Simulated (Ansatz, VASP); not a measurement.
**Be (Beryllium): VASP beside Ansatz**

Aim: how closely do two programs agree when they are given the same cell, functional and k mesh? The structure shown is the end of the Ansatz relaxation below.

Method: plane waves, with VASP 6.6.1 beside it; single point at PBEsol, in Ansatz 0.2.0.

### 1. Starting point

It takes space group P6_3/mmc (No. 194, hexagonal). The conventional cell has a = 2.347 Å, b = 2.347 Å, c = 3.538 Å, α = 90.00°, β = 90.00°, γ = 120.00°. Nearest to Be lie 12 Be at 2.23 to 2.35 Å.

### 2. Ansatz: relaxation, PBEsol

Ansatz runs on its PAW soft_1 files.

This run makes the geometry at which the two programs are then compared.

input.yaml

```yaml
crystal:
  lattice:
    - [2.3470594713, 0.0, 0.0]
    - [-1.1735297357, 2.0326131264, 0.0]
    - [0.0, 0.0, 3.542581525]
  atoms:
    - { symbol: Be, position: [0.3333333333, 0.6666666667, 0.25] }
    - { symbol: Be, position: [0.6666666667, 0.3333333333, 0.75] }
kpoints:
  mp_grid: { grid: [24, 24, 12] }
hamiltonian:
  xc: pbesol
  pseudopotentials: { kind: paw, azcp: { folder: soft_1 }, xc_functional: pbe }
scf:
  occupations: { method: methfessel_paxton, width: 0.2 }
output:
  forces: true
  stress: true
  eigenvalues: true
relax:
  adjacent_minimum: "off"
  f_tol: 0.001
  max_steps: 60
  cell: { stress_tol: 0.01, fix: [a, b, gamma] }
```

On the command line:

```console
$ ansatz run input.yaml --threads 4 --pin off --max-ram 10240MiB --backend cpu --events-out ev --progress --plain --runs-dir out
```

Numbers of over 12 decimals in the logs are rounded to 6 here.

Log:

```text
Engine: ansatz 0.2.0, aarch64-unknown-linux-gnu
Pseudopotentials: kind: paw
Pseudopotential: Be, paw, valence charge 2, recommended cutoff 420 eV (normal), soft_1/Be.paw.azcp
Functional definition: PBEsol
  exchange = pbesol_x
  correlation = pbesol_c
Crystal: 2 atoms, lattice volume = 16.900 Å³
Basis set: ecut = 420 eV, 311 PW (Γ), exchange–correlation on 32×32×48 points (8 copies of the dense FFT grid, shifted against one another)
Bands: 6, of which v1, the nominal top of the filled ones, is band 2 counted from 1 (1 counted from 0)
Symmetry: 24 space group operations
Space group: P63/mmc (ITA 194), of the structure as read, at distance tolerance 2.6e-5 Å
k-points: 427 of 6912
Non-local potential: Be, projectors of the file, l = 0: 2, l = 1: 2, l = 2: 1
PAW form: soft (Blöchl's): semilocal exchange-correlation on the pseudo side does not see the compensation charge
PAW frozen core: Be, regenerated for the run's functional, and the local potential with it (the file was generated under x = pbe(κ = 0.804, μ = 0.219515), c = pbe(β = 0.066725))
PAW one-centre angular grid: Be, 110 points (default); XC on 64 Gauss nodes
Initial density: superposition of atomic densities (chi_scale 0.1, normalization cell)
Initial wavefunctions: pseudopotential atomic-orbital guess
Functional: x = pbesol(κ = 0.804, μ = 0.123457), c = pbesol(β = 0.046)
SCF iter   1: F=—  HF=-180.668727 eV  |F-HF|=—  |Δ(HF+E_count)|=         —  Δρ=1.48e-2  dr2=2.90e-2  ethr=3.10e-3  ⟨swp⟩=4.6  Hψ=20906  notcnv=0
preconditioner: auto → none  [metal: Δε(μ)=0.116 eV  Ē_g=12.202 eV  σ=0.200 eV  W_gap=0.46  n_scr=2 (ndim 8)  ℏωp=18.1 eV  f_vac=0.000  D(μ)=0.14/eV (n_scr^D=0)  sad-step TF]
SCF iter   2: F=—  HF=-180.655376 eV  |F-HF|=—  |Δ(HF+E_count)|=   1.34e-2  S|Δr|=    0.00e0  Δρ=9.03e-3  dr2=1.11e-2  ethr=7.24e-4  ⟨swp⟩=1.0  Hψ=5978  notcnv=0
SCF iter   3: F=—  HF=-180.650695 eV  |F-HF|=—  |Δ(HF+E_count)|=   4.68e-3  S|Δr|=    0.00e0  Δρ=4.38e-4  dr2=2.94e-5  ethr=2.77e-4  ⟨swp⟩=1.0  Hψ=2562  notcnv=0
SCF iter   4: F=—  HF=-180.650713 eV  |F-HF|=—  |Δ(HF+E_count)|=   1.86e-5  S|Δr|=    0.00e0  Δρ=3.10e-5  dr2=1.11e-7  ethr=7.34e-7  ⟨swp⟩=1.1  Hψ=2604  notcnv=0
SCF iter   5: F=-180.650713 eV  HF=-180.650713 eV  |F-HF|=1.53e-9  |Δ(HF+E_count)|=   3.94e-8  S|Δr|=    0.00e0  Δρ=5.81e-6  dr2=3.78e-9  ethr=2.50e-9  ⟨swp⟩=4.0  Hψ=9202  notcnv=0
SCF 1 converged in 5 iterations: F = -180.650713 eV  dr2 = 3.78e-9
  greatest PAW one-centre occupation: 0.345 electrons in one spin orbital (limit 2), on the Be atom at site 1 (counted from 0), in its partial waves of l = 0
relax step   1: F+E_penalty+E_count = -180.65071312 eV  Δ(F+E_penalty+E_count) = +0.000e0 eV  max|allowed force component| = 1.758e-16 eV/Å  Δτ_max = 0.0000 Å  P = -7.665 GPa  Ω = 16.900 Å³  fix = [a, b, gamma]  reactions: a -11.271, b -11.271 GPa  (5 SCF iters, dr2 threshold 1.00e-7 eV, accepted)
[...]
relax step   2: F+E_penalty+E_count = -180.65074653 eV  Δ(F+E_penalty+E_count) = -3.340e-5 eV  max|allowed force component| = 9.252e-17 eV/Å  Δτ_max = 0.0000 Å  P = -7.541 GPa  Ω = 16.883 Å³  energy of the carried Pulay correction = +2.113e-6 eV  fix = [a, b, gamma]  reactions: a -11.257, b -11.257 GPa  (2 SCF iters, dr2 threshold 2.00e-7 eV, accepted)
[...]
relax step   3: F+E_penalty+E_count = -180.65074910 eV  Δ(F+E_penalty+E_count) = -2.571e-6 eV  max|allowed force component| = 9.252e-17 eV/Å  Δτ_max = 0.0000 Å  P = -7.502 GPa  Ω = 16.877 Å³  energy of the carried Pulay correction = +2.784e-6 eV  fix = [a, b, gamma]  reactions: a -11.253, b -11.253 GPa  (3 SCF iters, dr2 threshold 2.95e-8 eV, accepted)
[...]
relax step   4: F+E_penalty+E_count = -180.65074619 eV  Δ(F+E_penalty+E_count) = +2.911e-6 eV  max|allowed force component| = 9.252e-17 eV/Å  Δτ_max = 0.0000 Å  P = -7.502 GPa  Ω = 16.877 Å³  fix = [a, b, gamma]  reactions: a -11.253, b -11.253 GPa  stress off target by 5.54e-4 GPa on what of the cell is left free  SCF on the basis re-selected at this cell (its energy is not comparable with the rows above)  (4 SCF iters)
basis re-selected at this cell: Δ(F+E_penalty+E_count) = +2.911e-6 eV, ΔP = -0.000 GPa vs the last step (what re-selecting the basis moved, of the pressure what is left beyond the Pulay correction that the steps carried, after the strain that the cell walked since its last selection, with what the two solves' SCF thresholds leave and, on support functions, any second-order correction that the steps lacked; it is no m [...]
SCF converged after 4 iterations
Stability not checked: this state was not tested for a lower state beside it, because cold or Methfessel-Paxton smearing, or corrected tetrahedra, fill the levels in a way that the test cannot read (fill_not_monotonic; see scf.lower_state_search)
Free energy (F): -180.650746 eV
Harris-Foulkes:  -180.650746 eV  (|F-HF|=8.53e-14)
Internal energy: -180.651249 eV  (E = F + TS)
E sigma→0 (E₀):  -180.650872 eV
Entropy (-TS):   0.000503 eV (0.251 meV/atom)
Fermi energy:    7.363971 eV
--- Per-component energies (eV) ---
  E_band       = 10.541663
  E_kinetic    = 41.034048
  E_local      = 5.677472  (includes V_loc(G=0)·N_el)
  E_nonlocal   = 7.358534
  E_hartree    = 0.087759
  E_xc         = -40.010765
  E_vxc        = -40.836778  (∫ρ·V_xc dr)
  E_paw        = -113.176072  (= ΣΔE_a)
  E_vpaw       = -2.867131  (= ΣTr[D̂ρ^β])
  E_aug_tail   = -0.000001  (compensation charges beyond the density's cutoff)
  E_ewald      = -81.641287
  E_core_change = 0.019063  (= ΣΔE_core)
  E_smearing   = 0.000503  (= −TS)
  E_closure    = 0.000000  (closes the sum)
  Σ components = -180.650746   (vs F -180.650746, Δ=0.00e0)
--- Forces (eV/Å), atoms counted from 1 ---
  atom   1  Be     0.00000000     0.00000000     0.00000000
  atom   2  Be    -0.00000000     0.00000000    -0.00000000
  max |Σ_I F_I| component: 3.70e-17 eV/Å
--- Stress (GPa, compression-positive) ---
      -11.253425       0.000000      -0.000000
        0.000000     -11.253425       0.000000
       -0.000000       0.000000       0.000554
  P = ⅓ Tr σ = -7.5021 GPa (-75.021 kbar)
--- Band table (eV; the first three rows and the last of 427) ---
  k-point 0: bands = ["-3.4677", "3.6926", "9.1579", "21.8646", "21.8646", "24.8144"]
  k-point 1: bands = ["-3.4058", "3.3085", "9.6842", "21.9224", "21.9224", "24.7994"]
  k-point 2: bands = ["-3.2200", "2.4386", "10.9790", "22.0931", "22.0931", "24.7422"]
  k-point 426: bands = ["6.2415", "6.2415", "7.8350", "7.8350", "13.0723", "13.0723"]
--- Relaxed structure (3 steps of the walk, 3 accepted, 1 SCFs on fresh bases) ---
  F+E_penalty+E_count = -180.65074619 eV   max|allowed force component| = 9.252e-17 eV/Å   (the final SCF, on the basis selected at the relaxed cell)
  cell:  # Å, volume = 16.8769 Å³
    - [2.347059, 2.8867469325142745e-11, 0.0]
    - [-1.173530, 2.032613, 0.0]
    - [0.0, 0.0, 3.537632]
  atoms:
    - { symbol: Be, position: [0.333333, 0.666667, 0.25] }
    - { symbol: Be, position: [0.666667, 0.333333, 0.750000] }
```

The column dr2 measures how far the density is from self-consistency, as an energy; F and HF (Harris–Foulkes) agree once it is small.

### 3. VASP: single point, PBEsol, pair 1

The same cell, functional, mesh and smearing now go to VASP, with its own data sets.

Lines of VASP's logs that name or quote its potential files are left out, and so is its time.

INCAR

```
SYSTEM = Be
PREC = Accurate
ENCUT = 600
EDIFF = 1E-06
NELM = 120
ISMEAR = 1
SIGMA = 0.2
LREAL = .FALSE.
ALGO = Normal
GGA = PS
NBANDS = 8
LORBIT = 11
LWAVE = .FALSE.
LCHARG = .FALSE.
ISIF = 2
LASPH = .TRUE.
GGA_COMPAT = .FALSE.
KPAR = 2
```

POSCAR

```
Be
1.0
    2.3470594713      0.0000000000      0.0000000000
   -1.1735297357      2.0326131264      0.0000000000
    0.0000000000      0.0000000000      3.5376324176
Be
2
Direct
    0.3333333333      0.6666666667      0.2500000000
    0.6666666667      0.3333333333      0.7500000000
```

KPOINTS

```
Automatic mesh
0
Gamma
24 24 12
0 0 0
```

The projector-augmented-wave data sets are Be (PBE family, release 64).

On the command line:

```console
$ mpirun -np 2 vasp_std
```

Log:

```text
[banner, memory and clock lines left out]
running    2 mpi-ranks, on    1 nodes
 distrk:  each k-point on    1 cores,    2 groups
 distr:  one band on    1 cores,    1 groups

 POSCAR found type information on POSCAR Be
 POSCAR found :  1 types and       2 ions
|                                                                             |
|               ----> ADVICE to this user running VASP <----                  |
|                                                                             |
|     You enforced a specific xc type in the INCAR file but a different       |
|     [... a line on the potential file left out ...]
|     I HOPE YOU KNOW WHAT YOU ARE DOING!                                     |
|                                                                             |

 LDA part: xc-table for (Slater+PW92), standard interpolation
 POSCAR, INCAR and KPOINTS ok, starting setup
 FFT: planning ... GRIDC
 FFT: planning ... GRID_SOFT
 FFT: planning ... GRID
 WAVECAR not read
 entering main loop
       N       E                     dE             d eps       ncg     rms          rms(c)
DAV:   1    -0.344654396750E+01   -0.34465E+01   -0.18531E+03  6848   0.449E+02
DAV:   2    -0.796072238569E+01   -0.45142E+01   -0.43677E+01 10928   0.526E+01
DAV:   3    -0.797939618435E+01   -0.18674E-01   -0.18674E-01  7544   0.301E+00
DAV:   4    -0.797940890209E+01   -0.12718E-04   -0.12718E-04 10464   0.889E-02
DAV:   5    -0.797940890304E+01   -0.95166E-09   -0.11264E-08  7448   0.472E-04    0.120E+00
DAV:   6    -0.795830915140E+01    0.21100E-01   -0.23694E-03  7392   0.462E-01    0.728E-01
DAV:   7    -0.794892787116E+01    0.93813E-02   -0.38475E-03  8600   0.490E-01    0.128E-02
DAV:   8    -0.794892729521E+01    0.57595E-06   -0.15446E-05  7584   0.311E-02    0.497E-03
DAV:   9    -0.794892780421E+01   -0.50900E-06   -0.41496E-07  8280   0.500E-03
   1 F= -.79489278E+01 E0= -.79490948E+01  d E =0.500873E-03
```

From OUTCAR (step 3):

```text
ion  position               nearest neighbor table
   1  0.333  0.667  0.250-   2 2.23   2 2.23   2 2.23   2 2.23   2 2.23   2 2.23
   2  0.667  0.333  0.750-   1 2.23   1 2.23   1 2.23   1 2.23   1 2.23   1 2.23

  LATTYP: Found a hexagonal cell.
 ALAT       =     2.3470594713
 C/A-ratio  =     1.5072615163

 Subroutine GETGRP returns: Found 24 space group operations
 (whereof 12 operations were pure point group operations)

The static configuration has the point symmetry D_3d.
 The point group associated with its full space group is D_6h.

 Found    427 irreducible k-points:

   k-points           NKPTS =    427   k-points in BZ     NKDIM =    427   number of bands    NBANDS=      8

   dimension x,y,z NGX =    20 NGY =   20 NGZ =   28
   dimension x,y,z NGXF=    40 NGYF=   40 NGZF=   56

   ENCUT  =  600.0 eV  44.10 Ry    6.64 a.u.   4.69  4.69  7.07*2*pi/ulx,y,z

   NELECT =       4.0000    total number of electrons

 k-points in reciprocal lattice and weights: Automatic mesh
   0.00000000  0.00000000  0.00000000       0.000
   0.04166667  0.00000000  0.00000000       0.001
   0.08333333 -0.00000000  0.00000000       0.001
   0.12500000 -0.00000000  0.00000000       0.001
   0.16666667  0.00000000  0.00000000       0.001
   0.20833333  0.00000000  0.00000000       0.001
   0.25000000 -0.00000000  0.00000000       0.001
   0.29166667  0.00000000  0.00000000       0.001
   0.33333333  0.00000000  0.00000000       0.001
[...]
0.33333333  0.29166667  0.50000000       0.002
   0.33333333  0.33333333  0.50000000       0.000

 average (electrostatic) potential at core
       1 -33.3915       2 -33.3915

 E-fermi :   6.3450

 k-point     1 :       0.0000    0.0000    0.0000
  band No.  band energies     occupation
      1      -4.4923      2.00000
      2       2.6712      2.00000
      3       8.1456     -0.00000
      4      20.8540      0.00000
      5      20.8540      0.00000
      6      23.7999      0.00000
      7      23.7999      0.00000
    ...

 k-point     2 :       0.0417    0.0000    0.0000
  band No.  band energies     occupation
      1      -4.4451      2.00000
      2       2.7318      2.00000
      3       8.1584     -0.00000
      4      20.4653      0.00000
      5      20.5512      0.00000
      6      23.8217      0.00000
      7      23.9980      0.00000
    ...

 k-point     3 :       0.0833   -0.0000    0.0000
  band No.  band energies     occupation
      1      -4.3033      2.00000
      2       2.9134      2.00000
      3       8.1947     -0.00000
      4      19.4445      0.00000
      5      19.8597      0.00000
      6      23.8521      0.00000
      7      24.3517      0.00000
    ...

  Total       -1.1532265     -1.1532265      0.0428186      0.0000000     -0.0000000      0.0000000
  in kB     -109.4797190   -109.4797190      4.0649202      0.0000000     -0.0000000      0.0000000
  external PRESSURE =     -71.6315060 kB  Pullay stress =       0.0000000 kB

  energy-cutoff  :      600.00
  volume of cell :       16.88
      direct lattice vectors                 reciprocal lattice vectors
     2.347059471  0.000000000  0.000000000     0.426065045  0.245988769  0.000000000
    -1.173529736  2.032613126  0.000000000     0.000000000  0.491977537  0.000000000
     0.000000000  0.000000000  3.537632418     0.000000000  0.000000000  0.282674931

 POSITION                                       TOTAL-FORCE (eV/Angst)
 -----------------------------------------------------------------------------------
     -0.00000      1.35508      0.88441        -0.000000     -0.000000      0.000000
      1.17353      0.67754      2.65322         0.000000      0.000000      0.000000
 -----------------------------------------------------------------------------------
    total drift:                                0.000000     -0.000000      0.000000

  FREE ENERGIE OF THE ION-ELECTRON SYSTEM (eV)
  ---------------------------------------------------
  free  energy   TOTEN  =        -7.9489278042 eV

  energy  without entropy=       -7.9494286770  energy(sigma->0) =       -7.94909476

 total charge
# of ion       s       p       d       tot
------------------------------------------
    1        0.393   0.722   0.000   1.115
    2        0.393   0.722   0.000   1.115
--------------------------------------------------
tot          0.786   1.445   0.000   2.231

[... 3 further parts left out ...]
```

The run ends at a pressure of -7.16 GPa.

### 4. Comparison

Known differences besides the potentials themselves: the cutoff is 420 eV in Ansatz and 600 eV in VASP; Ansatz makes its cores anew for this functional, VASP keeps those of its PBE data sets; Ansatz's pressure holds a Pulay correction, VASP's none. Total energies have different zeros and are not compared.

Both answers:

| quantity | Ansatz | VASP | difference |
| --- | --- | --- | --- |
| pressure (GPa) | -7.50 | -7.16 | -0.34 |

### 5. Ansatz: relaxation, PBEsol

This run makes the geometry at which the two programs are then compared. The cell compared in this pair holds 15.53 Å³, against 16.88 Å³ for the pair before.

The structure compared here is the end of the Ansatz relaxation.

input.yaml, the sections that differ from step 2:

```yaml
crystal:
  lattice:
    - [2.2567879532, 0.0, 0.0]
    - [-1.1283939766, 1.9544356984, 0.0]
    - [0.0, 0.0, 3.5171270768]
  atoms:
    - { symbol: Be, position: [0.3333333333, 0.6666666667, 0.25] }
    - { symbol: Be, position: [0.6666666667, 0.3333333333, 0.75] }
relax:
  adjacent_minimum: "off"
  f_tol: 0.001
  max_steps: 60
  cell: { stress_tol: 0.01, fix: [c, angles] }
# kpoints, hamiltonian, scf, output: as in step 2
```

On the command line:

```console
$ ansatz run input.yaml --threads 4 --pin off --max-ram 10240MiB --backend cpu --events-out ev --progress --plain --runs-dir out
```

Log:

```text
[...]
P = ⅓ Tr σ = 1.2938 GPa (12.938 kbar)
--- Band table (eV; the first three rows and the last of 1099) ---
[...]
--- Relaxed structure (3 steps of the walk, 3 accepted, 1 SCFs on fresh bases) ---
[...]
cell:  # Å, volume = 15.5278 Å³
    - [2.257850, 0, 0.0]
    - [-1.128925, 1.955356, 0.0]
    - [0.0, 0.0, 3.5171270768]
  atoms:
    - { symbol: Be, position: [0.333333, 0.666667, 0.250000] }
    - { symbol: Be, position: [0.666667, 0.333333, 0.750000] }
[key lines of the parts left out:]
SCF converged after 4 iterations
Free energy (F): -180.696951 eV
Fermi energy:    8.192125 eV
```

### 6. VASP: single point, PBEsol, pair 2

The same cell, functional, mesh and smearing now go to VASP, with its own data sets.

INCAR is that of step 3.

POSCAR

```
Be
1.0
    2.2578502857      0.0000000000      0.0000000000
   -1.1289251428      1.9553557053      0.0000000000
    0.0000000000      0.0000000000      3.5171270768
Be
2
Direct
    0.3333333333      0.6666666667      0.2500000000
    0.6666666667      0.3333333333      0.7500000000
```

KPOINTS is that of step 3.

On the command line:

```console
$ mpirun -np 2 vasp_std
```

Log:

```text
[banner, memory and clock lines left out]
running    2 mpi-ranks, on    1 nodes
[...]
[... a notice as in an earlier step ...]

 LDA part: xc-table for (Slater+PW92), standard interpolation
 POSCAR, INCAR and KPOINTS ok, starting setup
[...]
entering main loop
       N       E                     dE             d eps       ncg     rms          rms(c)
DAV:   1    -0.305160115331E+01   -0.30516E+01   -0.19835E+03  6848   0.463E+02
DAV:   2    -0.800911460720E+01   -0.49575E+01   -0.48592E+01 11080   0.578E+01
DAV:   3    -0.802660842807E+01   -0.17494E-01   -0.17481E-01  7376   0.301E+00
DAV:   4    -0.802661895483E+01   -0.10527E-04   -0.10527E-04 10264   0.838E-02
DAV:   5    -0.802661895528E+01   -0.45046E-09   -0.10513E-08  7360   0.414E-04    0.127E+00
DAV:   6    -0.800224974087E+01    0.24369E-01   -0.29397E-03  7168   0.605E-01    0.774E-01
DAV:   7    -0.799210803818E+01    0.10142E-01   -0.41551E-03  7776   0.620E-01    0.158E-02
DAV:   8    -0.799210606188E+01    0.19763E-05   -0.13445E-05  7728   0.295E-02    0.653E-03
DAV:   9    -0.799210670753E+01   -0.64565E-06   -0.47536E-07  8224   0.499E-03
   1 F= -.79921067E+01 E0= -.79920223E+01  d E =-.253117E-03
```

(Continued in part 2 of 2.)

[Lines on the potential files, build, host, timing and source positions are cut from VASP's logs without a mark.]

[Logs are printed without paths, hosts, clocks, repeated set-up lines and the standing remarks that a program may print on its own settings, such as how far it seeks lower states.]

[Hosts, paths, dates, database ids (printed as entryN), source tags and the programs' standing remarks are cut or masked in the printed files.]
